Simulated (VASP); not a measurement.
Given:

```xyz
78
Lattice="9.1758 -4.8066 0.0004 9.1758 4.8066 0.0004 6.6576 0.0000 7.9357" Properties=species:S:1:pos:R:3 pbc="T T T"
Al     4.4016     0.0000     1.3968
Al     1.8507     0.0000     0.5873
Al     8.0863     0.0146     2.5463
Al    13.9828     0.0000     7.3488
Al     7.7305     0.0000     5.3647
Al     5.1795     0.0000     4.5552
Al    11.4318     0.0000     6.5393
Al    15.2419     2.4033     3.3812
Al     8.9896     2.4033     1.3970
Al     6.4386     2.4033     0.5875
Al    12.6909     2.4033     2.5716
Al    18.5707     2.4033     7.3490
Al    12.3184     2.4033     5.3649
Al     9.8077     2.3823     4.5142
Al    16.0198     2.4033     6.5395
Al    15.2419    -2.4033     3.3812
Al     8.9896    -2.4033     1.3970
Al     6.4386    -2.4033     0.5875
Al    12.6909    -2.4033     2.5716
Al    18.5707    -2.4033     7.3490
Al    12.3184    -2.4033     5.3649
Al     9.7428    -2.4269     4.5559
Al    16.0198    -2.4033     6.5395
Al    19.8298     0.0000     3.3814
Al    13.5775     0.0000     1.3972
Al    11.0185    -0.0256     0.6110
Al    17.2789     0.0000     2.5718
Al    23.1586     0.0000     7.3492
Al    16.9063     0.0000     5.3651
Al    14.3554     0.0000     4.5556
Al    20.6077     0.0000     6.5397
O      4.7906    -0.9325     2.9760
O      5.1759     1.6679     1.7619
O      7.7141     0.9325     0.9923
O      6.8403     0.7354     3.7458
O      7.3288    -1.6679     2.2064
O      5.6644    -0.7354     0.2224
O      8.1194    -0.9325     6.9438
O      8.5047     1.6679     5.7297
O     10.1691     0.7354     7.7137
O     10.6576    -1.6679     6.1742
O      9.0029    -0.6933     4.2309
O      9.3950     1.5106     2.9404
O      9.7638     4.0712     1.7621
O     12.3020     3.3358     0.9925
O     11.4282     3.1387     3.7460
O     11.8806     0.7038     2.1735
O     10.2523     1.6679     0.2227
O     12.7073     1.4708     6.9440
O     13.0926     4.0712     5.7299
O     15.6308     3.3358     4.9603
O     14.7570     3.1387     7.7139
O     15.2456     0.7354     6.1744
O     13.5811     1.6679     4.1905
O      9.3785    -3.3358     2.9762
O      9.7421    -0.7681     1.7272
O     12.3020    -1.4708     0.9925
O     11.4115    -1.6885     3.7336
O     11.9167    -4.0712     2.2066
O     10.2523    -3.1387     0.2227
O     12.7073    -3.3358     6.9440
O     13.0926    -0.7354     5.7299
O     15.6308    -1.4708     4.9603
O     14.7570    -1.6679     7.7139
O     15.2456    -4.0712     6.1744
O     13.5811    -3.1387     4.1905
O     13.9664    -0.9325     2.9764
O     14.3517     1.6679     1.7623
O     16.8899     0.9325     0.9927
O     16.0161     0.7354     3.7462
O     16.5047    -1.6679     2.2068
O     14.8402    -0.7354     0.2229
O     17.2952    -0.9325     6.9443
O     17.6805     1.6679     5.7302
O     20.2188     0.9325     4.9605
O     19.3449     0.7354     7.7141
O     19.8335    -1.6679     6.1746
O     18.1691    -0.7354     4.1907
```
Cell charge +1.

All values below come from PBE GGA, VASP's PBE PAW potentials (set 64) (plane waves; VASP). Numerical set-up: PREC = Normal, LREAL = Auto, ISYM = 0, NELECT = 374.0, EDIFF = 1E-5, 400 eV cut-off, 1×1×1 Γ-centred mesh, Gaussian smearing of 0.050 eV, potentials Al O.

The cell is charged, with a uniform compensating background. The supercell is sampled at Γ alone, which is coarse: total energies, pressure and levels can be off, energies of defects by several tenths of an eV.

Task: The ions are relaxed. What does this cell relax into?

Result: 
```xyz
78
Lattice="9.1758 -4.8066 0.0004 9.1758 4.8066 0.0004 6.6576 0.0000 7.9357" Properties=species:S:1:pos:R:3 pbc="T T T"
Al     4.3935    -0.0089     1.4694
Al     1.8478    -0.0145     0.5800
Al     8.2474     0.0093     2.6203
Al    14.0504     0.0103     7.3797
Al     7.7294     0.0140     5.3769
Al     5.2238     0.0217     4.5370
Al    11.5115    -0.1421     6.7528
Al    15.2654     2.4155     3.3639
Al     8.9869     2.4161     1.3688
Al     6.4279     2.3961     0.5925
Al    12.6635     2.3717     2.5697
Al    18.5515     2.3852     7.3392
Al    12.4222     2.5315     5.3949
Al     9.6475     2.5001     4.4465
Al    16.0263     2.4108     6.5369
Al    15.2483    -2.4101     3.3872
Al     8.9920    -2.4323     1.3892
Al     6.4536    -2.4133     0.6147
Al    12.6855    -2.3891     2.5575
Al    18.5892    -2.4161     7.3302
Al    12.3354    -2.4235     5.3523
Al     9.7727    -2.3020     4.5067
Al    16.0347    -2.3819     6.5341
Al    19.8173     0.0303     3.3713
Al    13.5898    -0.0048     1.3985
Al    10.9939    -0.0219     0.6659
Al    17.2526     0.0208     2.5814
Al    23.1858     0.0178     7.3474
Al    16.8991     0.0404     5.3831
Al    14.3306    -0.0079     4.5540
Al    20.6183    -0.0013     6.5509
O      4.7634    -0.9594     3.0119
O      5.1682     1.6604     1.7600
O      7.7046     0.9539     0.9864
O      6.8410     0.7334     3.7412
O      7.3397    -1.6690     2.2099
O      5.6925    -0.7429     0.3087
O      8.1018    -0.9274     6.9500
O      8.5840     1.6486     5.6886
O     10.1887     0.7165     7.6880
O     10.6521    -1.6418     6.1859
O      8.8952    -0.7536     4.2254
O      9.2756     1.5690     2.9598
O      9.7644     4.0768     1.7651
O     12.3065     3.3297     0.9895
O     11.3922     3.0496     3.7805
O     11.9792     0.7736     2.0533
O     10.2465     1.6622     0.2124
O     12.6567     1.4464     6.8950
O     13.1266     4.1321     5.7342
O     15.5872     3.3145     4.9652
O     14.7392     3.1420     7.6959
O     15.2364     0.7434     6.1759
O     13.4809     1.6207     4.2140
O      9.3756    -3.3251     2.9694
O      9.6628    -0.7701     1.6254
O     12.3020    -1.4948     0.9720
O     11.4519    -1.8387     3.7739
O     11.9252    -4.0904     2.2062
O     10.2645    -3.1549     0.1975
O     12.7149    -3.3168     6.9561
O     13.0352    -0.7204     5.7324
O     15.6323    -1.4645     4.9636
O     14.7401    -1.6765     7.6754
O     15.2770    -4.0536     6.1814
O     13.6155    -3.1456     4.2062
O     13.9521    -0.9379     2.9806
O     14.3770     1.6578     1.7777
O     16.8959     0.9259     0.9883
O     15.9876     0.7498     3.7543
O     16.4690    -1.6306     2.2022
O     14.8259    -0.7501     0.2013
O     17.3192    -0.9385     6.9273
O     17.6880     1.6896     5.7170
O     20.2195     0.8990     4.9713
O     19.3575     0.7330     7.6768
O     19.8721    -1.7681     6.1099
O     18.1422    -0.6704     4.1861
```
Cell charge +1.

Task: How much energy does the relaxation gain?

Result: The energy (σ→0) changes by -37.7 meV/atom, in 19 ionic steps.

The cell is a supercell with a defect, built from Al2O3 (corundum): vac_Al-vac_O, charge +1. The run is not spin-polarised, so no state with unpaired spins was tried.
